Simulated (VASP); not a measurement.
Runs of VASP 6.6.1 on SbC. It takes space group Pm-3m (No. 221, cubic). Conventional cell: a = 3.115 Å, b = 3.115 Å, c = 3.115 Å, α = 90.00°, β = 90.00°, γ = 90.00°. Sb (site symmetry m-3m) has 8 C at 2.70 Å as nearest neighbours. C (site symmetry m-3m) has 8 Sb at 2.70 Å as nearest neighbours. The cell was built by a generator and needn't be a form met in nature.

| share of exact exchange | gap on the mesh (eV) | pressure (GPa) |
| --- | --- | --- |
| 0.1 | none | -0.6 |
| 0.3 | none | -5.3 |
| 0.05 | none | 0.5 |
| 0.4 | none | (b) |
| 0.5 | none | (a) |

Alike in all rows: task single point; level PBE0(alpha); potentials or basis VASP PAW PBE potentials, release 64 (Sb, C); no spin polarisation; cell as given; k mesh 5 × 5 × 5; cutoff (eV) 520; smearing fermi-dirac 0.05 eV; the mesh is coarse, so values aren't converged.

**Question.** Fill in the values left out.

**Answer.** (a) -11.1; (b) -8.0.

Caveats: all runs use coarse meshes; the PAW data sets were made with another functional, which shifts forces and pressure a little.

A k mesh can miss the band edges, and the runs leave out spin-orbit coupling on Sb.

A gap of «none» marks a metal or a gap under the smearing width.
